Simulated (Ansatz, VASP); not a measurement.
**Cross-check of WC (WC (P-6m2)) between VASP and Ansatz**

Wanted: the spread between two codes on one cell, functional and k mesh. The cell is taken from a series of runs on this material, whose earlier steps may have relaxed, scaled, displaced or heated it; both programs get it as it stands.

Main program and level: Ansatz 0.2.0; plane waves, with VASP 6.6.1 beside it; relaxation of cell and atoms at r2SCAN.

## Step 1: Set-up

The structure is hexagonal, space group P-6m2 (No. 187). The conventional cell has a = 2.917 Å, b = 2.917 Å, c = 2.839 Å, α = 90.00°, β = 90.00°, γ = 120.00°. Nearest to W lie 6 C at 2.20 Å. Nearest to C lie 6 W at 2.20 Å. Farther neighbours are not listed.

## Step 2: VASP: relaxation of cell and atoms, r2SCAN

The relaxed volume is the usual yardstick between codes: in a stiff, nearly cubic crystal its relative difference is about their pressure difference at one cell divided by the bulk modulus.

Lines of VASP's logs that name or quote its potential files are left out, and so is its time.

INCAR reads:

```
SYSTEM = WC
PREC = Accurate
ENCUT = 660
EDIFF = 1E-07
NELM = 120
ISMEAR = -1
SIGMA = 0.05
LREAL = .FALSE.
ALGO = Normal
METAGGA = R2SCAN
LASPH = .TRUE.
NBANDS = 11
LORBIT = 11
LWAVE = .FALSE.
LCHARG = .FALSE.
ISIF = 3
IBRION = 2
NSW = 80
EDIFFG = -0.005
GGA_COMPAT = .FALSE.
NELMIN = 4
LMIXTAU = .TRUE.
```

POSCAR reads:

```
WC
1.0
    2.9165940000      0.0000000000      0.0000000000
   -1.4582970000      2.5258450000      0.0000000000
    0.0000000000      0.0000000000      2.8394360000
W C
1 1
Direct
    0.0000000000      0.0000000000      0.0000000000
    0.6666666007      0.3333332014      0.5000000000
```

KPOINTS reads:

```
Automatic mesh
0
Gamma
15 15 14
0 0 0
```

The projector-augmented-wave data sets are W and C (PBE family, release 64).

Started as:

```
$ mpirun -np 1 vasp_std
```

Numbers of over 12 decimals in the logs are rounded to 6 here.

What it wrote:

```text
[banner, memory and clock lines left out]
running    1 mpi-ranks, on    1 nodes
 distrk:  each k-point on    1 cores,    1 groups
 distr:  one band on    1 cores,    1 groups

 POSCAR found type information on POSCAR W C
 POSCAR found :  2 types and       2 ions
|                                                                             |
|               ----> ADVICE to this user running VASP <----                  |
|                                                                             |
|     You enforced a specific xc type in the INCAR file but a different       |
|     [... a line on the potential file left out ...]
|     I HOPE YOU KNOW WHAT YOU ARE DOING!                                     |
|                                                                             |

 LDA part: xc-table for (None), standard interpolation
 POSCAR, INCAR and KPOINTS ok, starting setup
 FFT: planning ... GRIDC
 FFT: planning ... GRID_SOFT
 FFT: planning ... GRID
 WAVECAR not read
 entering main loop
       N       E                     dE             d eps       ncg     rms          rms(c)
DAV:   1    -0.396804346538E+01   -0.39680E+01   -0.60671E+03  4752   0.105E+03
DAV:   2    -0.623146988546E+02   -0.58347E+02   -0.55705E+02  5504   0.232E+02
DAV:   3    -0.647860189831E+02   -0.24713E+01   -0.24390E+01  5928   0.396E+01
DAV:   4    -0.648048435538E+02   -0.18825E-01   -0.18816E-01  5186   0.394E+00
DAV:   5    -0.648049273159E+02   -0.83762E-04   -0.83761E-04  5811   0.269E-01    0.307E+01
DAV:   6    -0.614376610836E+02    0.33673E+01   -0.11062E+01  5484   0.208E+01    0.112E+01
DAV:   7    -0.616678445587E+02   -0.23018E+00   -0.52526E-01  4935   0.647E+00    0.782E+00
DAV:   8    -0.614427805038E+02    0.22506E+00   -0.17815E-01  5346   0.390E+00    0.130E+00
DAV:   9    -0.617349672507E+02   -0.29219E+00   -0.20448E-01  5196   0.412E+00    0.430E-01
DAV:  10    -0.617442201345E+02   -0.92529E-02   -0.30856E-02  5223   0.151E+00    0.347E-01
DAV:  11    -0.617444906398E+02   -0.27051E-03   -0.25409E-03  4917   0.460E-01    0.288E-01
DAV:  12    -0.617439090637E+02    0.58158E-03   -0.31142E-03  6540   0.401E-01    0.128E-01
DAV:  13    -0.617446658226E+02   -0.75676E-03   -0.12251E-03  6259   0.253E-01    0.539E-02
DAV:  14    -0.617446622259E+02    0.35967E-05   -0.99329E-05  5085   0.109E-01    0.835E-03
DAV:  15    -0.617446635024E+02   -0.12765E-05   -0.15093E-06  5591   0.128E-02    0.864E-03
DAV:  16    -0.617446612797E+02    0.22227E-05   -0.21980E-06  5346   0.145E-02    0.634E-03
DAV:  17    -0.617446635312E+02   -0.22515E-05   -0.13017E-06  5016   0.101E-02    0.361E-03
DAV:  18    -0.617446634212E+02    0.11005E-06   -0.62905E-08  2475   0.244E-03    0.341E-03
DAV:  19    -0.617446635164E+02   -0.95227E-07   -0.32994E-08  2409   0.167E-03
   1 F= -.61744664E+02 E0= -.61743460E+02  d E =-.617447E+02
[...]
2 F= -.61733247E+02 E0= -.61732181E+02  d E =0.114168E-01
[...]
3 F= -.61746223E+02 E0= -.61745055E+02  d E =-.155990E-02
[...]
4 F= -.61746224E+02 E0= -.61745058E+02  d E =-.105256E-05
 trial-energy change:   -0.000001  1 .order    0.000000   -0.000073    0.000073
 step:   0.4352(harm=  0.4257)  dis= 0.00000  next Energy=   -61.746242 (dE=-0.187E-04)
 bond charge predicted
       N       E                     dE             d eps       ncg     rms          rms(c)
DAV:   1    -0.617462474229E+02   -0.22918E-04   -0.67938E-04  4758   0.203E-01    0.115E-02
DAV:   2    -0.617462423914E+02    0.50316E-05   -0.12585E-05  5711   0.313E-02    0.702E-03
DAV:   3    -0.617462422788E+02    0.11257E-06   -0.14467E-06  5067   0.101E-02    0.277E-03
DAV:   4    -0.617462420074E+02    0.27143E-06   -0.53103E-07  5849   0.523E-03    0.163E-03
DAV:   5    -0.617462421470E+02   -0.13964E-06   -0.16946E-07  3090   0.386E-03    0.105E-03
DAV:   6    -0.617462421348E+02    0.12179E-07   -0.52026E-08  2376   0.211E-03
   5 F= -.61746242E+02 E0= -.61745075E+02  d E =-.187216E-04
 curvature:  -0.21 expect dE=-0.681E-08 dE for cont linesearch -0.330E-08
 trial: gam= 0.00000 g(F)=  0.274E-41 g(S)=  0.318E-07 ort =-0.115E-05 (trialstep = 0.768E+00)
 search vector abs. value=  0.319E-07
 reached required accuracy - stopping structural energy minimisation
```

From OUTCAR (step 2):

```text
ion  position               nearest neighbor table
   1  0.000  0.000  0.000-   2 2.20   2 2.20   2 2.20   2 2.20   2 2.20   2 2.20
   2  0.667  0.333  0.500-   1 2.20   1 2.20   1 2.20   1 2.20   1 2.20   1 2.20

  LATTYP: Found a hexagonal cell.
 ALAT       =     2.9165940000
 C/A-ratio  =     0.9735451695

 Subroutine GETGRP returns: Found 12 space group operations
 (whereof 12 operations were pure point group operations)

The static configuration has the point symmetry D_3h.

 Found    216 irreducible k-points:

   k-points           NKPTS =    216   k-points in BZ     NKDIM =    216   number of bands    NBANDS=     11

   dimension x,y,z NGX =    24 NGY =   24 NGZ =   24
   dimension x,y,z NGXF=    48 NGYF=   48 NGZF=   48

   ENCUT  =  660.0 eV  48.51 Ry    6.96 a.u.   6.11  6.11  5.95*2*pi/ulx,y,z

   NELECT =      10.0000    total number of electrons

 k-points in reciprocal lattice and weights: Automatic mesh
   0.00000000  0.00000000  0.00000000       0.000
   0.06666667 -0.00000000  0.00000000       0.002
   0.13333333 -0.00000000  0.00000000       0.002
   0.20000000 -0.00000000  0.00000000       0.002
   0.26666667 -0.00000000  0.00000000       0.002
   0.33333333 -0.00000000  0.00000000       0.002
   0.40000000 -0.00000000  0.00000000       0.002
   0.46666667 -0.00000000  0.00000000       0.002
   0.06666667  0.06666667  0.00000000       0.002
[...]
0.33333333  0.26666667  0.50000000       0.004
   0.33333333  0.33333333  0.50000000       0.001

 average (electrostatic) potential at core
       1 -43.0375       2 -48.1036

 E-fermi :   8.1407

 k-point     1 :       0.0000    0.0000    0.0000
  band No.  band energies     occupation
      1      -7.0484      2.00000
      2       3.6924      2.00000
      3       4.6818      2.00000
      4       4.6818      2.00000
      5       8.3477      0.03137
      6      11.5153      0.00000
      7      11.5153      0.00000
      8      14.1622      0.00000
      9      14.1622      0.00000
    ...

 k-point     2 :       0.0667   -0.0000    0.0000
  band No.  band energies     occupation
      1      -6.9336      2.00000
      2       3.7360      2.00000
      3       4.5068      2.00000
      4       4.7954      2.00000
      5       7.9626      1.94477
      6      11.4721      0.00000
      7      11.9436      0.00000
      8      13.9026      0.00000
      9      14.0726      0.00000
     10      15.4800      0.00000
    ...

 k-point     3 :       0.1333   -0.0000    0.0000
  band No.  band energies     occupation
      1      -6.6004      2.00000
      2       3.5877      2.00000
      3       4.3386      2.00000
      4       5.1241      2.00000
      5       7.1761      2.00000
      6      11.3523      0.00000
      7      12.8394      0.00000
      8      13.2728      0.00000
      9      13.8372      0.00000
     10      16.4085      0.00000
    ...

  Total        0.0008088      0.0008088     -0.0001009      0.0000000      0.0000000      0.0000000
  in kB        0.0624267      0.0624267     -0.0077900      0.0000000      0.0000000      0.0000000
  external PRESSURE =       0.0390211 kB  Pullay stress =       0.0000000 kB

  energy-cutoff  :      660.00
  volume of cell :       20.76
      direct lattice vectors                 reciprocal lattice vectors
     2.908335675  0.000000000  0.000000000     0.343839265  0.198515653  0.000000000
    -1.454167838  2.518693077  0.000000000    -0.000000000  0.397031305  0.000000000
     0.000000000 -0.000000000  2.833845732    -0.000000000 -0.000000000  0.352877360

 POSITION                                       TOTAL-FORCE (eV/Angst)
 -----------------------------------------------------------------------------------
     -0.00000     -0.00000      2.83385        -0.000000     -0.000000      0.000000
      1.45417      0.83956      1.41692         0.000000      0.000000      0.000000
 -----------------------------------------------------------------------------------
    total drift:                                0.000000      0.000106      0.000000

  FREE ENERGIE OF THE ION-ELECTRON SYSTEM (eV)
  ---------------------------------------------------
  free  energy   TOTEN  =       -61.7462421348 eV

  energy  without entropy=      -61.7439074064  energy(sigma->0) =      -61.74507477

 reached required accuracy - stopping structural energy minimisation

 total charge
# of ion       s       p       d       tot
------------------------------------------
    1        0.614   0.889   4.366   5.870
    2        0.870   1.567   0.000   2.437
--------------------------------------------------
tot          1.484   2.456   4.366   8.307

[... 3 further parts left out ...]
```

The data set W keeps the semicore shell frozen, which is cheaper and a little less accurate. The run keeps the 12 symmetry operations of its start, so it cannot find a distortion of lower symmetry.

## Step 3: Ansatz: relaxation of cell and atoms, r2SCAN

Ansatz runs on its PAW soft_1 files.

The same cell, functional, mesh and smearing now go to Ansatz.

input.yaml reads:

```yaml
crystal:
  lattice:
    - [2.9165944, 0.0, 0.0]
    - [-1.4582972, 2.5258449, 0.0]
    - [0.0, 0.0, 2.8394358]
  atoms:
    - { symbol: W, position: [0.0, 0.0, 0.0] }
    - { symbol: C, position: [0.66666667, 0.33333333, 0.5] }
basis:
  ecutwfc: 500
  xc_grid: 2
hamiltonian:
  xc: r2scan
  pseudopotentials: { kind: paw, azcp: { folder: soft_1 } }
kpoints:
  mp_grid: { grid: [15, 15, 14] }
scf:
  occupations: { method: fermi_dirac, width: 0.05 }
  max_iter: 150
output:
  forces: true
  stress: true
relax:
  f_tol: 0.01
  max_steps: 60
  cell: {}
checkpoint:
  write: "../r2scan.run"
  compress: false
  write_wavefunctions: false
  write_every: 100000
```

Started as:

```
$ ansatz run input.yaml --threads 4 --pin off --max-ram 6594MiB --backend cpu --events-out ev --progress --plain --runs-dir out
```

What it wrote:

```text
Engine: ansatz 0.2.0, x86_64-unknown-linux-gnu
Pseudopotentials: kind: paw
Pseudopotential: W, paw, valence charge 14, recommended cutoff 500 eV (meta_gga), soft_1/W.paw.azcp
Pseudopotential: C, paw, valence charge 4, recommended cutoff 500 eV (meta_gga), soft_1/C.paw.azcp
Functional definition: r2SCAN
  parameter k0 = 0.174
  parameter k1 = 0.065
  parameter a1 = 4.9479
  exchange = r2scan_x(k0 = k0, k1 = k1, a1 = a1)
  correlation = r2scan_c
Crystal: 2 atoms, lattice volume = 20.918 Å³
Basis set: ecut = 500 eV, 539 PW (Γ), exchange–correlation on 48×48×48 points (8 copies of the dense FFT grid, shifted against one another)
Bands: 13, of which v1, the nominal top of the filled ones, is band 9 counted from 1 (8 counted from 0)
Symmetry: 12 space group operations
Space group: P-6m2 (ITA 187), of the structure as read, at distance tolerance 2.8e-5 Å
k-points: 216 of 3150 (time reversal used)
Non-local potential: W, projectors of the file, l = 0: 3, l = 1: 2, l = 2: 2, l = 3: 1
Non-local potential: C, projectors of the file, l = 0: 2, l = 1: 2, l = 2: 1
PAW form: soft (Blöchl's): semilocal exchange-correlation on the pseudo side does not see the compensation charge
PAW frozen core: W, regenerated for the run's functional (the file was generated under x = pbe(κ = 0.804, μ = 0.219515), c = pbe(β = 0.066725))
PAW frozen core: C, regenerated for the run's functional (the file was generated under x = pbe(κ = 0.804, μ = 0.219515), c = pbe(β = 0.066725))
PAW one-centre angular grid: W, 590 points (default); XC on 160 Gauss nodes
PAW one-centre angular grid: C, 302 points (default); XC on 219 of its mesh's 2255 points in the sphere
Initial density: superposition of atomic densities (chi_scale 0.1, normalization cell, long waves kept (reshape's long-wave potential 0.00 eV rms))
Initial wavefunctions: pseudopotential atomic-orbital guess
Functional: x = r2scan, c = r2scan; τ floored in thin density (d = 2e-4 eV/Å³)
SCF iter   1: F=—  HF=-10651.135890 eV  |F-HF|=—  |Δ(HF+E_count)|=         —  Δρ=1.24e-1  dr2=4.41e0  dr2_τ=5.06e-1  ethr=3.10e-3  ⟨swp⟩=5.9  Hψ=14061  notcnv=0
preconditioner: auto → none  [metal: Δε(μ)=0.090 eV  Ē_g=11.215 eV  σ=0.050 eV  W_gap=0.42  n_scr=8 (ndim 8)  ℏωp=25.7 eV  f_vac=0.000  D(μ)=0.15/eV (n_scr^D=0)  sad-step TF]
SCF iter   2: F=—  HF=-10650.307576 eV  |F-HF|=—  |Δ(HF+E_count)|=   8.28e-1  Δρ=4.43e-2  dr2=4.46e-1  dr2_τ=1.01e-1  ethr=3.10e-3  ⟨swp⟩=2.9  Hψ=6734  notcnv=0
SCF iter   3: F=—  HF=-10650.271810 eV  |F-HF|=—  |Δ(HF+E_count)|=   3.58e-2  Δρ=1.10e-2  dr2=9.69e-3  dr2_τ=1.44e-3  ethr=2.48e-3  ⟨swp⟩=2.0  Hψ=5067  notcnv=0
SCF iter   4: F=—  HF=-10650.279325 eV  |F-HF|=—  |Δ(HF+E_count)|=   7.51e-3  Δρ=1.86e-3  dr2=6.16e-4  dr2_τ=1.20e-4  ethr=5.38e-5  ⟨swp⟩=2.3  Hψ=5218  notcnv=0
SCF iter   5: F=—  HF=-10650.279371 eV  |F-HF|=—  |Δ(HF+E_count)|=   4.60e-5  Δρ=2.51e-4  dr2=4.24e-6  dr2_τ=1.11e-6  ethr=3.42e-6  ⟨swp⟩=2.3  Hψ=4608  notcnv=0
SCF iter   6: F=—  HF=-10650.279379 eV  |F-HF|=—  |Δ(HF+E_count)|=   7.78e-6  Δρ=3.46e-5  dr2=1.33e-7  dr2_τ=1.92e-8  ethr=2.36e-8  ⟨swp⟩=2.2  Hψ=4682  notcnv=0
SCF iter   7: F=-10650.279379 eV  HF=-10650.279379 eV  |F-HF|=1.70e-9  |Δ(HF+E_count)|=   4.92e-8  Δρ=3.84e-6  dr2=3.41e-9  dr2_τ=6.36e-10  ethr=5.56e-10  ⟨swp⟩=4.4  Hψ=8790  notcnv=0
SCF 1 converged in 7 iterations: F = -10650.279379 eV  dr2 = 3.41e-9
  greatest PAW one-centre occupation: 1.000 electrons in one spin orbital (limit 2), on the W atom at site 0 (counted from 0), in its partial waves of l = 0
relax step   1: F+E_penalty+E_count = -10650.27937882 eV  Δ(F+E_penalty+E_count) = +0.000e0 eV  max|allowed force component| = 1.619e-16 eV/Å  Δτ_max = 0.0000 Å  P = -1.567 GPa  Ω = 20.918 Å³  (7 SCF iters, dr2 threshold 1.00e-7 eV, accepted)
[...]
relax step   2: F+E_penalty+E_count = -10650.27962204 eV  Δ(F+E_penalty+E_count) = -2.432e-4 eV  max|allowed force component| = 2.683e-16 eV/Å  Δτ_max = 0.0000 Å  P = +0.939 GPa  Ω = 20.785 Å³  energy of the carried Pulay correction = +3.860e-5 eV  (5 SCF iters, dr2 threshold 2.00e-7 eV, accepted)
[...]
relax step   3: F+E_penalty+E_count = -10650.27978936 eV  Δ(F+E_penalty+E_count) = -1.673e-4 eV  max|allowed force component| = 2.544e-16 eV/Å  Δτ_max = 0.0000 Å  P = +0.062 GPa  Ω = 20.834 Å³  energy of the carried Pulay correction = +2.435e-5 eV  (3 SCF iters, dr2 threshold 2.00e-7 eV, accepted)
[...]
relax step   4: F+E_penalty+E_count = -10650.27980248 eV  Δ(F+E_penalty+E_count) = -1.312e-5 eV  max|allowed force component| = 1.110e-16 eV/Å  Δτ_max = 0.0000 Å  P = -0.013 GPa  Ω = 20.837 Å³  energy of the carried Pulay correction = +2.361e-5 eV  (3 SCF iters, dr2 threshold 2.00e-7 eV, accepted)
[...]
relax step   5: F+E_penalty+E_count = -10650.27978081 eV  Δ(F+E_penalty+E_count) = +2.167e-5 eV  max|allowed force component| = 1.249e-16 eV/Å  Δτ_max = 0.0000 Å  P = -0.013 GPa  Ω = 20.837 Å³  stress off target by 3.12e-2 GPa  SCF on the basis re-selected at this cell (its energy is not comparable with the rows above)  (5 SCF iters)
basis re-selected at this cell: Δ(F+E_penalty+E_count) = +2.167e-5 eV, ΔP = +0.001 GPa vs the last step (what re-selecting the basis moved, of the pressure what is left beyond the Pulay correction that the steps carried, after the strain that the cell walked since its last selection, with what the two solves' SCF thresholds leave and, on support functions, any second-order correction that the steps lacked; it is no m [...]
SCF converged after 5 iterations
Free energy (F): -10650.279781 eV
Harris-Foulkes:  -10650.279781 eV  (|F-HF|=7.28e-12)
Internal energy: -10650.277453 eV  (E = F + TS)
E sigma→0 (E₀):  -10650.278617 eV
Entropy (-TS):   -0.002328 eV (-1.164 meV/atom)
Fermi energy:    20.218356 eV
--- Per-component energies (eV) ---
  E_band       = -78.846623
  E_kinetic    = 509.933127
  E_local      = -605.334141  (includes V_loc(G=0)·N_el)
  E_nonlocal   = -2.534612
  E_hartree    = 248.577477
  E_xc         = -297.705932
  E_vxc        = -317.411739  (∫ρ·V_xc dr)
  E_paw        = -8708.833338  (= ΣΔE_a)
  E_vpaw       = -176.988416  (= ΣTr[D̂ρ^β])
  E_aug_tail   = 0.000069  (compensation charges beyond the density's cutoff)
  E_vtau       = 16.334121  (kinetic-family band-sum trace: ∫τ·v_τ [+ j·A + Jᵃ·Aᵃ] dr)
  E_ewald      = -1793.767175
  E_core_change = -0.612928  (= ΣΔE_core)
  E_smearing   = -0.002328  (= −TS)
  E_closure    = 0.000000  (closes the sum)
  Σ components = -10650.279781   (vs F -10650.279781, Δ=0.00e0)
--- Forces (eV/Å), atoms counted from 1 ---
  atom   1  W     -0.00000000     0.00000000     0.00000000
  atom   2  C      0.00000000     0.00000000     0.00000000
  max |Σ_I F_I| component: 3.42e-16 eV/Å
--- Stress (GPa, compression-positive) ---
       -0.003232       0.000000       0.000000
        0.000000      -0.003232       0.000000
        0.000000       0.000000      -0.031191
  P = ⅓ Tr σ = -0.0126 GPa (-0.126 kbar)
--- Relaxed structure (4 steps of the walk, 4 accepted, 1 SCFs on fresh bases) ---
  F+E_penalty+E_count = -10650.27978081 eV   max|allowed force component| = 1.249e-16 eV/Å   (the final SCF, on the basis selected at the relaxed cell)
  cell:  # Å, volume = 20.8366 Å³
    - [2.912710, 0.0, 0.0]
    - [-1.456355, 2.522481, 0.0]
    - [0.0, 0.0, 2.835977]
  atoms:
    - { symbol: W, position: [1.8503717008154225e-17, -1.8503717008154234e-17, 0.0] }
    - { symbol: C, position: [0.666667, 0.333333, 0.5] }
```

Reading the cycles: dr2 is the Hartree energy of the density residual (eV), the measure of convergence; HF is the Harris–Foulkes estimate of the energy, which meets the free energy F at convergence.

## Step 4: Side by side

Known differences besides the potentials themselves: VASP keeps PBE cores, Ansatz makes them for the functional; the data sets hold 18 valence electrons in Ansatz (on its PAW soft_1 files) and 10 in VASP; the cutoff is 500 eV in Ansatz and 660 eV in VASP; Ansatz adds a Pulay correction to the stress that steers its cell, VASP none. Total energies have different zeros and are not compared.

Both answers:

| quantity | Ansatz | VASP | difference |
| --- | --- | --- | --- |
| volume (Å³) | 20.84 | 20.76 | +0.38 % |
| edge a after relaxation, in the typed setting (Å) | 2.913 | 2.908 | +0.15 % |
| edge c after relaxation, in the typed setting (Å) | 2.836 | 2.834 | +0.08 % |

## Step 5: Outcome

* difference in volume (relaxation of cell and atoms, r2SCAN): 0.38 %

In words: The difference in volume is 0.38 % (relaxation of cell and atoms, r2SCAN), within the 1.2 % picked in this series as the mark of a large difference, as far as the stopping tolerances let one tell. The data sets hold unlike numbers of valence electrons (18 in Ansatz and 10 in VASP), so part of the differences comes from the potentials. Such differences can come from data sets, numerical settings and the points named under the comparisons, not from the functional's error against experiment.

[Lines on the potential files, build, host, timing and source positions are cut from VASP's logs without a mark.]

[Logs are printed without paths, hosts, clocks, repeated set-up lines and the standing remarks that a program may print on its own settings, such as how far it seeks lower states.]

[Hosts, paths, dates, database ids (printed as entryN), source tags and the programs' standing remarks are cut or masked in the printed files.]
